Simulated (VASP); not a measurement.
Wanted: the native input for a VASP 6.6.1 run.

```yaml
Task: relaxation of cell and atoms
Functional: PBE
Potentials_or_basis: VASP PAW PBE potentials, release 64 (Be, Te, O)
Cutoff: 520 eV
k_mesh: 4 × 4 × 4
Occupations: gaussian, width 0.15 eV
Spin: no spin polarisation
Further_INCAR_settings: PREC = Normal; ALGO = Fast; EDIFF = 0.0001; IBRION = 2; EDIFFG = -0.08; NSW = 24; ISIF = 3
```

The structure of Be3Te2O lies in POSCAR:

```
Be3Te2O
1.0
   -2.5041578500      2.5041578500      3.8273598700
    2.5041578500     -2.5041578500      3.8273598700
    2.5041578500      2.5041578500     -3.8273598700
Be Te O
3 2 1
Direct
    0.7500000000      0.2500000000      0.5000000000
    0.2500000000      0.7500000000      0.5000000000
    0.5000000000      0.5000000000      0.0000000000
    0.7680078000      0.7680078000      0.0000000000
    0.2319922000      0.2319922000      0.0000000000
    0.0000000000      0.0000000000      0.0000000000
```

The cell was built by a generator and needn't be a form met in nature.

These files were run (other wordings do the same):

INCAR

```
SYSTEM = Be3Te2O
ALGO     = Fast           ! electronic algorithm
EDIFF    = 1E-4           ! SCF threshold, eV
EDIFFG   = -0.08          ! ionic threshold
ENCUT    = 520            ! plane-wave cutoff, eV
GGA      = PE             ! functional
IBRION   = 2              ! ionic algorithm
ISIF     = 3              ! what is computed and relaxed
ISMEAR   = 0              ! smearing method
LASPH    = .TRUE.         ! aspherical terms in the spheres
LCHARG   = .FALSE.        ! write CHGCAR
LREAL    = .FALSE.        ! projectors in reciprocal space
LWAVE    = .FALSE.        ! write WAVECAR
NELM     = 60             ! most SCF steps
NSW      = 24             ! ionic steps
PREC     = Normal         ! precision mode
SIGMA    = 0.15           ! smearing width, eV
```

KPOINTS

```
k-points
0
G
  4 4 4
  0 0 0
```

Potentials or basis: VASP PAW PBE potentials, release 64 (Be, Te, O).

Command:

```bash
$ cat potpaw_PBE.64/Be/POTCAR potpaw_PBE.64/Te/POTCAR potpaw_PBE.64/O/POTCAR > POTCAR
$ mpirun -np 1 vasp_std > vasp.out
```

It gave:

```json
{"Relaxed volume": "20.35 Å³/atom", "Relaxed cell": "a = 5.871 Å, b = 5.871 Å, c = 5.871 Å, α = 128.00°, β = 128.00°, γ = 76.63°", "Space group after relaxing (to 0.05 Å)": "I4/mmm (No. 139)", "Energy gained by relaxing": "672.4 meV/atom", "Ionic steps": "7", "Pressure after relaxing": "-0.4 GPa", "Largest force after relaxing": "0.005 eV/Å", "Band gap on the k mesh": "none (metal or under the smearing width)"}
```

Caveat: the k mesh is coarse (spacing up to 0.44 Å⁻¹), so the values aren't converged; the volume moved by over 15 % at a fixed basis, so the end points are rough; the relaxation stopped at a loose force limit of 0.08 eV/Å, so its end isn't a converged minimum.

It took 48 s on 1 thread of Intel(R) Xeon(R) Platinum 8559C (Emerald Rapids), on a shared host, peak memory 0.18 GiB.
